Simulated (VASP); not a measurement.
Level of theory: r2SCAN meta-GGA, VASP's PBE PAW potentials (set 64) (plane waves; VASP).

The input files of a VASP run:

**POSCAR**
```
CdF2
1
   -0.0270167877     2.7016787717     2.7016787717
    2.6746619840     0.0000000000     2.6746619840
    2.7016787717     2.7016787717    -0.0270167877
Cd F
1 2
Direct
  0.0000000000   0.0000000000   0.0000000000
  0.2500000000   0.2500000000   0.2500000000
  0.7500000000   0.7500000000   0.7500000000
```

**KPOINTS**
```
Automatic mesh
0
Gamma
6 6 6
0 0 0
```

### INCAR
```
ALGO  =  Normal
EDIFF  =  1E-7
ENCUT  =  600
ISIF  =  2
ISMEAR  =  0
LASPH  =  .True.
LCHARG  =  .False.
LMAXMIX  =  4
LMIXTAU  =  .True.
LREAL  =  .False.
LWAVE  =  .False.
METAGGA  =  R2SCAN
NELM  =  100
PREC  =  Accurate
SIGMA  =  0.05
SYSTEM  =  CdF2
```

POTCAR, in this order: Cd F (PBE.64 set). Program: vasp_std.

### Question
Predict the energy per atom (σ→0).

### Answer

The energy per atom (σ→0) is -11.241 eV/atom.

**OSZICAR**
```
...
DAV:  16    -0.337244748925E+02   -0.17139E-03   -0.14533E-04  1571   0.140E-01    0.128E-02
DAV:  17    -0.337244941910E+02   -0.19299E-04   -0.23121E-05  1574   0.559E-02    0.447E-03
DAV:  18    -0.337244954073E+02   -0.12163E-05   -0.61310E-07  1619   0.112E-02    0.206E-03
DAV:  19    -0.337244952777E+02    0.12963E-06   -0.33321E-07  1580   0.728E-03    0.148E-03
DAV:  20    -0.337244962667E+02   -0.98899E-06   -0.15813E-07  1206   0.479E-03    0.573E-04
DAV:  21    -0.337244960904E+02    0.17630E-06   -0.91930E-09   802   0.123E-03    0.278E-04
DAV:  22    -0.337244961713E+02   -0.80978E-07   -0.13777E-09   800   0.516E-04
   1 F= -.33724496E+02 E0= -.33724496E+02  d E =-.289605E-12
```

The compound is CdF2 in the fluorite structure. This cell was strained or had an atom moved on purpose.
